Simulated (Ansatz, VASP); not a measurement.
## Cross-check of IrS between VASP and Ansatz

Wanted: the spread between two codes on one cell, functional and k mesh. The cell is generated by rule, not measured, and may not be a known phase. The cell is taken from a series of VASP runs on this material, whose earlier steps may have relaxed, scaled or displaced it; both programs get it as it stands.

Calculated with Ansatz 0.2.0; plane waves, with VASP 6.6.1 beside it; relaxation of cell and atoms at PBE.

## 1. Set-up

The structure is trigonal, space group R-3m (No. 166). The conventional cell has a = 3.572 Å, b = 3.572 Å, c = 8.194 Å, α = 90.00°, β = 90.00°, γ = 120.00°. Nearest to Ir lie 6 S at 2.47 Å. S has 6 Ir at 2.47 Å nearest. Farther neighbours and most contacts between anions are not listed.

## 2. VASP: relaxation of cell and atoms, PBE

The relaxed volume is the usual yardstick between codes: its relative difference is about their pressure difference at one cell divided by the bulk modulus.

Lines of VASP's logs that name or quote its potential files are left out, and so is its time.

INCAR

```
SYSTEM = IrS
PREC = Accurate
ENCUT = 400
EDIFF = 1E-06
NELM = 100
ISMEAR = -1
SIGMA = 0.05
LREAL = .FALSE.
ALGO = Normal
GGA = PE
LORBIT = 11
LWAVE = .FALSE.
LCHARG = .FALSE.
IBRION = 2
NSW = 60
ISIF = 3
EDIFFG = -0.01
```

POSCAR

```
IrS
1.0
    1.7861884559      1.0312563859      2.7314743519
   -1.7861884559      1.0312563859      2.7314743519
    0.0000000000     -2.0625127718      2.7314743519
Ir S
1 1
Direct
    0.5000000000      0.5000000000      0.5000000000
    0.0000000000      0.0000000000      0.0000000000
```

KPOINTS

```
Automatic mesh
0
Gamma
9 9 9
0 0 0
```

Potentials, in the order of the species: Ir and S (PBE family, release 64).

Run with:

```sh
$ mpirun -np 1 vasp_std
```

Numbers of over 12 decimals in the logs are rounded to 6 here.

The log of the run:

```text
[banner, memory and clock lines left out]
running    1 mpi-ranks, on    1 nodes
 distrk:  each k-point on    1 cores,    1 groups
 distr:  one band on    1 cores,    1 groups

 POSCAR found type information on POSCAR IrS
 POSCAR found :  2 types and       2 ions
 LDA part: xc-table for (Slater+PW92), standard interpolation
 POSCAR, INCAR and KPOINTS ok, starting setup
 FFT: planning ... GRIDC
 FFT: planning ... GRID_SOFT
 FFT: planning ... GRID
 WAVECAR not read
 entering main loop
       N       E                     dE             d eps       ncg     rms          rms(c)
DAV:   1     0.837096974373E+02    0.83710E+02   -0.56436E+03  1870   0.980E+02
DAV:   2    -0.732210628684E+01   -0.91032E+02   -0.82967E+02  1911   0.267E+02
DAV:   3    -0.122560443750E+02   -0.49339E+01   -0.46636E+01  2307   0.617E+01
DAV:   4    -0.123785332118E+02   -0.12249E+00   -0.12212E+00  2326   0.106E+01
DAV:   5    -0.123819538642E+02   -0.34207E-02   -0.34189E-02  2432   0.153E+00    0.157E+01
DAV:   6    -0.121104337416E+02    0.27152E+00   -0.12047E+00  2748   0.140E+01    0.871E+00
DAV:   7    -0.120942773110E+02    0.16156E-01   -0.10911E-01  2642   0.417E+00    0.423E+00
DAV:   8    -0.120913698993E+02    0.29074E-02   -0.24374E-02  2283   0.181E+00    0.424E-01
DAV:   9    -0.120911599870E+02    0.20991E-03   -0.18954E-03  2335   0.347E-01    0.182E-01
DAV:  10    -0.120911894529E+02   -0.29466E-04   -0.31914E-04  2338   0.229E-01    0.384E-02
DAV:  11    -0.120911809111E+02    0.85417E-05   -0.18017E-05  2185   0.471E-02    0.161E-02
DAV:  12    -0.120911791363E+02    0.17748E-05   -0.60143E-06  2191   0.204E-02    0.233E-03
DAV:  13    -0.120911789860E+02    0.15026E-06   -0.40140E-07  1172   0.630E-03
   1 F= -.12091179E+02 E0= -.12085816E+02  d E =-.120912E+02
[... from here on, the cycles between the ionic steps are left out ...]
   2 F= -.12092587E+02 E0= -.12087241E+02  d E =-.140799E-02
   3 F= -.12093947E+02 E0= -.12088558E+02  d E =-.276820E-02
   4 F= -.12094353E+02 E0= -.12088964E+02  d E =-.405721E-03
   5 F= -.12095428E+02 E0= -.12090039E+02  d E =-.148096E-02
   6 F= -.12096946E+02 E0= -.12091548E+02  d E =-.299876E-02
   7 F= -.12097533E+02 E0= -.12092175E+02  d E =-.358616E-02
   8 F= -.12097686E+02 E0= -.12092302E+02  d E =-.373902E-02
   9 F= -.12097685E+02 E0= -.12092299E+02  d E =-.373765E-02
 curvature:  -3.39 expect dE=-0.236E-03 dE for cont linesearch -0.770E-06
 ZBRENT: accuracy reached
 trial: gam=-0.07995 g(F)=  0.475E-59 g(S)=  0.695E-04 ort = 0.100E-03 (trialstep = 0.248E+00)
 search vector abs. value=  0.335E-03
 bond charge predicted
       N       E                     dE             d eps       ncg     rms          rms(c)
DAV:   1    -0.120977154529E+02   -0.30525E-04   -0.17592E-03  1921   0.430E-01    0.333E-02
DAV:   2    -0.120976992173E+02    0.16236E-04   -0.52963E-05  2418   0.880E-02    0.164E-02
DAV:   3    -0.120976961764E+02    0.30409E-05   -0.47645E-06  2088   0.200E-02    0.680E-03
DAV:   4    -0.120976960951E+02    0.81312E-07   -0.11268E-06  1076   0.123E-02
  10 F= -.12097696E+02 E0= -.12092314E+02  d E =-.112628E-04
 trial-energy change:   -0.000011  1 .order   -0.000011   -0.000015   -0.000007
 step:   0.4555(harm=  0.4555)  dis= 0.00000  next Energy=   -12.097699 (dE=-0.140E-04)
 reached required accuracy - stopping structural energy minimisation
```

Parts of OUTCAR (step 2):

```text
ion  position               nearest neighbor table
   1  0.500  0.500  0.500-   2 2.47   2 2.47   2 2.47   2 2.47   2 2.47   2 2.47
   2  0.000  0.000  0.000-   1 2.47   1 2.47   1 2.47   1 2.47   1 2.47   1 2.47

  LATTYP: Found a trigonal (rhomboedric) cell.
 ALAT       =     3.4227052267
 COS(alpha) =     0.4553148238

 Subroutine GETGRP returns: Found 12 space group operations
 (whereof 12 operations were pure point group operations)

The static configuration has the point symmetry D_3d.

 Found     85 irreducible k-points:

   k-points           NKPTS =     85   k-points in BZ     NKDIM =     85   number of bands    NBANDS=     11

   dimension x,y,z NGX =    24 NGY =   24 NGZ =   24
   dimension x,y,z NGXF=    48 NGYF=   48 NGZF=   48

   ENCUT  =  400.0 eV  29.40 Ry    5.42 a.u.   5.58  5.58  5.58*2*pi/ulx,y,z

   NELECT =      15.0000    total number of electrons

 k-points in reciprocal lattice and weights: Automatic mesh
   0.00000000  0.00000000  0.00000000       0.001
   0.11111111  0.00000000  0.00000000       0.008
   0.22222222  0.00000000  0.00000000       0.008
   0.33333333  0.00000000  0.00000000       0.008
   0.44444444  0.00000000  0.00000000       0.008
   0.11111111  0.11111111  0.00000000       0.008
   0.22222222  0.11111111 -0.00000000       0.016
   0.33333333  0.11111111  0.00000000       0.016
   0.44444444  0.11111111  0.00000000       0.016
[...]
0.44444444  0.44444444  0.44444444       0.003
  -0.44444444  0.44444444  0.44444444       0.008

 average (electrostatic) potential at core
       1 -49.1641       2 -84.4936

 E-fermi :   8.7908

 k-point     1 :       0.0000    0.0000    0.0000
  band No.  band energies     occupation
    ...
      5       5.9056      2.00000
      6       5.9056      2.00000
      7       6.4719      2.00000
      8       6.4719      2.00000
      9       6.4773      2.00000
     10      11.4245      0.00000
     11      19.2382      0.00000

 k-point     2 :       0.1111    0.0000    0.0000
  band No.  band energies     occupation
    ...
      5       6.0106      2.00000
      6       6.0140      2.00000
      7       6.7810      2.00000
      8       7.8248      2.00000
      9       7.8273      2.00000
     10      12.3198      0.00000
     11      18.8117      0.00000

 k-point     3 :       0.2222    0.0000    0.0000
  band No.  band energies     occupation
    ...
      3       3.7178      2.00000
      4       3.7218      2.00000
      5       6.4690      2.00000
      6       6.4727      2.00000
      7       7.1133      2.00000
      8       9.5599      0.00000
      9       9.5612      0.00000
     10      13.8406      0.00000
     11      17.3419      0.00000

  Total       -0.0140805     -0.0140805     -0.0157576     -0.0000000     -0.0000000     -0.0000000
  in kB       -0.7449100     -0.7449100     -0.8336353     -0.0000000     -0.0000000     -0.0000000
  external PRESSURE =      -0.7744851 kB  Pullay stress =       0.0000000 kB

  energy-cutoff  :      400.00
  volume of cell :       30.28
      direct lattice vectors                 reciprocal lattice vectors
     1.749773112  1.010231977  2.855417522     0.285751333  0.164978609  0.116737160
    -1.749773112  1.010231977  2.855417522    -0.285751333  0.164978609  0.116737160
     0.000000000 -2.020463954  2.855417522     0.000000000 -0.329957219  0.116737160

 POSITION                                       TOTAL-FORCE (eV/Angst)
 -----------------------------------------------------------------------------------
      0.00000      0.00000      4.28313        -0.000000      0.000000      0.000000
      0.00000      0.00000      0.00000         0.000000     -0.000000     -0.000000
 -----------------------------------------------------------------------------------
    total drift:                               -0.000000      0.000000     -0.000000

  FREE ENERGIE OF THE ION-ELECTRON SYSTEM (eV)
  ---------------------------------------------------
  free  energy   TOTEN  =       -12.0976960951 eV

  energy  without entropy=      -12.0869324035  energy(sigma->0) =      -12.09231425

 reached required accuracy - stopping structural energy minimisation

 total charge
# of ion       s       p       d       tot
------------------------------------------
    1        0.593   0.428   7.210   8.231
    2        1.316   2.268   0.000   3.584
--------------------------------------------------
tot          1.908   2.696   7.210  11.815

[... 3 further parts left out ...]
```

CONTCAR:

```
IrS
   1.00000000000000
     1.7497731119171320    1.0102319772450423    2.8554175224135405
    -1.7497731119171320    1.0102319772450423    2.8554175224135405
     0.0000000000000000   -2.0204639544900846    2.8554175224135405
  Ir              S
     1     1
Direct
     0.5000000000000000    0.5000000000000000    0.5000000000000000
     0.0000000000000000    0.0000000000000000    0.0000000000000000
```

This run has no spin polarisation, so a moment on Ir, if there is one, isn't seen. Its electron count is odd, so without a moment it is a metal by construction.

## 3. Ansatz: relaxation of cell and atoms, PBE

Ansatz runs on its default PAW (the set named soft_2) files.

The same cell, functional, mesh and smearing now go to Ansatz, which takes its cutoff from its data sets.

input.yaml

```yaml
crystal:
  lattice:
    - [1.7861884559, 1.0312563859, 2.7314743519]
    - [-1.7861884559, 1.0312563859, 2.7314743519]
    - [0.0, -2.0625127718, 2.7314743519]
  atoms:
    - { symbol: Ir, position: [0.5, 0.5, 0.5] }
    - { symbol: S, position: [0.0, 0.0, 0.0] }
hamiltonian:
  xc: pbe
  pseudopotentials: { kind: paw }
kpoints:
  mp_grid: { grid: [9, 9, 9] }
scf:
  occupations: { method: fermi_dirac, width: 0.05 }
relax:
  f_tol: 0.01
  max_steps: 60
  cell: { stress_tol: 0.05 }
output:
  forces: true
  stress: true
```

Run with:

```sh
$ ansatz run input.yaml --threads 4 --pin off --max-ram 9216MiB --backend cpu --events-out ev --progress --plain --runs-dir out
```

The log of the run:

```text
Engine: ansatz 0.2.0, aarch64-unknown-linux-gnu
Pseudopotentials: kind: paw
Pseudopotential: Ir, paw, valence charge 17, recommended cutoff 420 eV (normal), Ir.paw.azcp
Pseudopotential: S, paw, valence charge 6, recommended cutoff 420 eV (normal), S.paw.azcp
Functional definition: PBE
  parameter kappa = 0.804
  parameter beta = 0.066725
  exchange = pbe_x(kappa = kappa, mu = beta*pi^2/3)
  correlation = pbe_c(beta = beta)
Crystal: 2 atoms, lattice volume = 30.189 Å³
Basis set: ecut = 420 eV, 585 PW (Γ), exchange–correlation on 48×48×48 points (8 copies of the dense FFT grid, shifted against one another)
Bands: 16, of which v1, the nominal top of the filled ones, is band 12 counted from 1 (11 counted from 0)
Symmetry: 12 space group operations
Space group: R-3m (ITA 166), of the structure as read, at distance tolerance 3.1e-5 Å
k-points: 85 of 729
Non-local potential: Ir, projectors of the file, l = 0: 3, l = 1: 2, l = 2: 2, l = 3: 1
Non-local potential: S, projectors of the file, l = 0: 2, l = 1: 2, l = 2: 2
PAW form: soft (Blöchl's): semilocal exchange-correlation on the pseudo side does not see the compensation charge
PAW one-centre angular grid: Ir, 590 points (default); XC on 64 Gauss nodes
PAW one-centre angular grid: S, 110 points (default); XC on 64 Gauss nodes
Initial density: superposition of atomic densities (neutral atoms: chi_scale 0, normalization atom), corrected by the library's trained network
Initial wavefunctions: pseudopotential atomic-orbital guess
Functional: x = pbe(κ = 0.804, μ = 0.219515), c = pbe(β = 0.066725)
SCF iter   1: F=—  HF=-12836.502120 eV  |F-HF|=—  |Δ(HF+E_count)|=         —  Δρ=3.28e-3  dr2=2.61e-3  ethr=1.77e-3  ⟨swp⟩=5.1  Hψ=7037  notcnv=0
preconditioner: auto → Kerker (q_TF=auto, 2.607 Å⁻¹)  [metal: Δε(μ)=0.010 eV  Ē_g=10.310 eV  σ=0.050 eV  W_gap=0.05  n_scr=14 (ndim 8)  ℏωp=26.2 eV  f_vac=0.000  D(μ)=1.32/eV (n_scr^D=14)]
SCF iter   2: F=—  HF=-12836.501975 eV  |F-HF|=—  |Δ(HF+E_count)|=   1.44e-4  Δρ=1.58e-3  dr2=4.81e-4  ethr=1.13e-5  ⟨swp⟩=2.6  Hψ=2692  notcnv=0
SCF iter   3: F=—  HF=-12836.502153 eV  |F-HF|=—  |Δ(HF+E_count)|=   1.78e-4  Δρ=4.10e-4  dr2=3.54e-5  ethr=2.09e-6  ⟨swp⟩=2.4  Hψ=1837  notcnv=0
SCF iter   4: F=—  HF=-12836.502148 eV  |F-HF|=—  |Δ(HF+E_count)|=   4.77e-6  Δρ=1.26e-4  dr2=5.65e-6  ethr=1.54e-7  ⟨swp⟩=2.6  Hψ=2246  notcnv=0
SCF iter   5: F=—  HF=-12836.502149 eV  |F-HF|=—  |Δ(HF+E_count)|=   1.07e-6  Δρ=4.04e-5  dr2=3.89e-7  ethr=2.46e-8  ⟨swp⟩=2.2  Hψ=1853  notcnv=0
SCF iter   6: F=-12836.502150 eV  HF=-12836.502150 eV  |F-HF|=1.22e-8  |Δ(HF+E_count)|=   3.05e-7  Δρ=8.00e-6  dr2=1.37e-8  ethr=4.35e-10  ⟨swp⟩=4.0  Hψ=4325  notcnv=0
SCF 1 converged in 6 iterations: F = -12836.502150 eV  dr2 = 1.37e-8
  greatest PAW one-centre occupation: 1.000 electrons in one spin orbital (limit 2), on the Ir atom at site 0 (counted from 0), in its partial waves of l = 0
relax step   1: F+E_penalty+E_count = -12836.50214953 eV  Δ(F+E_penalty+E_count) = +0.000e0 eV  max|allowed force component| = 7.152e-29 eV/Å  Δτ_max = 0.0000 Å  P = -0.312 GPa  Ω = 30.189 Å³  (6 SCF iters, dr2 threshold 1.00e-7 eV, accepted)
[...]
relax step   2: F+E_penalty+E_count = -12836.50560459 eV  Δ(F+E_penalty+E_count) = -3.455e-3 eV  max|allowed force component| = 4.195e-28 eV/Å  Δτ_max = 0.0000 Å  P = -0.066 GPa  Ω = 30.169 Å³  energy of the carried Pulay correction = +1.216e-5 eV  (5 SCF iters, dr2 threshold 2.00e-7 eV, accepted)
[...]
relax step   3: F+E_penalty+E_count = -12836.50905473 eV  Δ(F+E_penalty+E_count) = -3.450e-3 eV  max|allowed force component| = 7.363e-29 eV/Å  Δτ_max = 0.0000 Å  P = -0.069 GPa  Ω = 30.192 Å³  energy of the carried Pulay correction = +2.247e-5 eV  (5 SCF iters, dr2 threshold 2.00e-7 eV, accepted)
[...]
relax step   4: F+E_penalty+E_count = -12836.50908815 eV  Δ(F+E_penalty+E_count) = -3.341e-5 eV  max|allowed force component| = 1.283e-28 eV/Å  Δτ_max = 0.0000 Å  P = +0.005 GPa  Ω = 30.180 Å³  energy of the carried Pulay correction = +2.725e-5 eV  (4 SCF iters, dr2 threshold 2.67e-8 eV, accepted)
[...]
relax step   5: F+E_penalty+E_count = -12836.50905339 eV  Δ(F+E_penalty+E_count) = +3.476e-5 eV  max|allowed force component| = 1.294e-28 eV/Å  Δτ_max = 0.0000 Å  P = +0.011 GPa  Ω = 30.180 Å³  stress off target by 2.04e-2 GPa  SCF on the basis re-selected at this cell (its energy is not comparable with the rows above)  (5 SCF iters)
basis re-selected at this cell: Δ(F+E_penalty+E_count) = +3.476e-5 eV, ΔP = +0.006 GPa vs the last step (what re-selecting the basis moved, of the pressure what is left beyond the Pulay correction that the steps carried, after the strain that the cell walked since its last selection, with what the two solves' SCF thresholds leave and, on support functions, any second-order correction that the steps lacked; it is no m [...]
SCF converged after 5 iterations
Free energy (F): -12836.509053 eV
Harris-Foulkes:  -12836.509053 eV  (|F-HF|=8.73e-11)
Internal energy: -12836.498520 eV  (E = F + TS)
E sigma→0 (E₀):  -12836.503787 eV
Entropy (-TS):   -0.010534 eV (-5.267 meV/atom)
Fermi energy:    16.914831 eV
--- Per-component energies (eV) ---
  E_band       = -160.829926
  E_kinetic    = 734.961565
  E_local      = -1607.071397  (includes V_loc(G=0)·N_el)
  E_nonlocal   = 102.840883
  E_hartree    = 617.390579
  E_xc         = -365.208957
  E_vxc        = -387.846242  (∫ρ·V_xc dr)
  E_paw        = -9824.828151  (= ΣΔE_a)
  E_vpaw       = -238.495987  (= ΣTr[D̂ρ^β])
  E_aug_tail   = 0.000067  (compensation charges beyond the density's cutoff)
  E_ewald      = -2494.583110
  E_smearing   = -0.010534  (= −TS)
  E_closure    = 0.000000  (closes the sum)
  Σ components = -12836.509053   (vs F -12836.509053, Δ=0.00e0)
--- Forces (eV/Å), atoms counted from 1 ---
  atom   1  Ir    -0.00000000     0.00000000    -0.00000000
  atom   2  S      0.00000000     0.00000000    -0.00000000
  max |Σ_I F_I| component: 2.80e-28 eV/Å
--- Stress (GPa, compression-positive) ---
        0.006732       0.000000      -0.000000
        0.000000       0.006732       0.000000
       -0.000000       0.000000       0.020405
  P = ⅓ Tr σ = 0.0113 GPa (0.113 kbar)
--- Relaxed structure (4 steps of the walk, 4 accepted, 1 SCFs on fresh bases) ---
  F+E_penalty+E_count = -12836.50905339 eV   max|allowed force component| = 1.294e-28 eV/Å   (the final SCF, on the basis selected at the relaxed cell)
  cell:  # Å, volume = 30.1798 Å³
    - [1.747690, 1.009029, 2.852310]
    - [-1.747690, 1.009029, 2.852310]
    - [0, -2.018059, 2.852310]
  atoms:
    - { symbol: Ir, position: [0.500000, 0.500000, 0.500000] }
    - { symbol: S, position: [0, 0, 0] }
```

It took 2.6 s on 4 threads of Arm Neoverse V1, shared host; peak memory 0.34 GiB.

## 4. Differences

Known differences besides the potentials themselves: both relaxations stop at a tolerance, which leaves soft axes loose, and VASP keeps its plane-wave basis; the data sets hold 23 valence electrons in Ansatz (default PAW (the set named soft_2) files) and 15 in VASP; the cutoff is 420 eV in Ansatz and 400 eV in VASP; VASP leaves aspherical gradient terms in its spheres out (LASPH is not set), Ansatz keeps them; Ansatz adds a Pulay correction to the stress that steers its cell, VASP none. Total energies have different zeros and are not compared.

Both answers:

| quantity | Ansatz | VASP | difference |
| --- | --- | --- | --- |
| volume (Å³) | 30.18 | 30.28 | -0.35 % |
| edge a after relaxation, in the typed setting (Å) | 3.494 | 3.498 | -0.11 % |

The walks stopped with 0.01 GPa left in Ansatz and -0.08 GPa in VASP; each walk ends within a tolerance, so the volume difference is uncertain by about these residues over the bulk modulus, most in soft cells.

## 5. What came out

| Quantity | Value |
| --- | --- |
| difference in volume (relaxation of cell and atoms, PBE) | -0.35 % |

What this shows: The difference in volume is -0.35 % (relaxation of cell and atoms, PBE), within the 1.2 % picked in this series as the mark of a large difference, as far as the stopping tolerances let one tell. How closely two codes agree says nothing of how well the functional describes the real material.

[Lines on the potential files, build, host, timing and source positions are cut from VASP's logs without a mark.]

[Logs are printed without paths, hosts, clocks, repeated set-up lines and the standing remarks that a program may print on its own settings, such as how far it seeks lower states.]

[Hosts, paths, dates, database ids (printed as entryN), source tags and the programs' standing remarks are cut or masked in the printed files.]
